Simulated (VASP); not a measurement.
VASP runs on KHgI₃ (space group Pm-3m) share one base input (PBE GGA, plane waves, VASP's PBE PAW potentials (set 64)) and change the settings named in each case.

### INCAR
```
! general
SYSTEM   =  KHgI3
PREC     =  Accurate
ENCUT    =  300
LREAL    =  F
LASPH    =  T

! electronic loop
EDIFF    =  1E-6
NELM     =  100
ALGO     =  Normal
LMAXMIX  =  6

! smearing
ISMEAR   =  0
SIGMA    =  0.2

! functional
GGA      =  PE

! ions
ISIF     =  2

! output
LWAVE    =  F
LCHARG   =  F
```

**KPOINTS**
```
Automatic
0
G
3 3 3
```

File POSCAR:
```
KHgI3
1
    5.7439650000     0.0000000000     0.0000000000
    0.0000000000     5.7439650000     0.0000000000
    0.0000000000     0.0000000000     5.7439650000
K Hg I
1 1 3
Direct
  0.0000000000   0.0000000000   0.0000000000
  0.5000000000   0.5000000000   0.5000000000
  0.0000000000   0.5000000000   0.5000000000
  0.5000000000   0.5000000000   0.0000000000
  0.5000000000   0.0000000000   0.5000000000
```

POTCAR, in this order: K_sv Hg I (PBE.64 set). Program: vasp_std.

| change | E(σ→0) (eV/atom) | pressure (GPa) | −TS (eV) |
|---|---|---|---|
| base run | -1.7451 | 4.12 | -0.0230 |
| GGA removed, POTCAR K_sv Hg I (LDA.64 set) | -2.2682 | 1.12 | -0.0230 |
| GGA_COMPAT = .FALSE., LNONCOLLINEAR = .TRUE., LSORBIT = .TRUE., MAGMOM = 0.0 0.0 0.0 0.0 0.0 0.0 0.0 0.0 0.0 0.0 0.0 0.0 0.0 0.0 0.0, program vasp_ncl | -1.8887 | 4.11 | -0.0186 |
| KPOINTS 7×7×7 Γ-centred mesh | -1.7556 | 3.85 | -0.0237 |
 Energies of different potentials or functionals have different zeros.  Unless said otherwise, spin-orbit coupling is left out, though it shifts the bands of the heavy elements here. At 300 eV the pressure can carry a Pulay error.

Left out are runs that ran out of time, are held back, or changed the cell or the kind of run, fixed moments of cells without a moment, rows past the twelfth, gaps on odd meshes, pressures of charged cells and columns that move by less than the noise.

The structure was generated: KHgI3 was put into an ordered model structure, which need not be its known phase. The cell was not relaxed at this level.
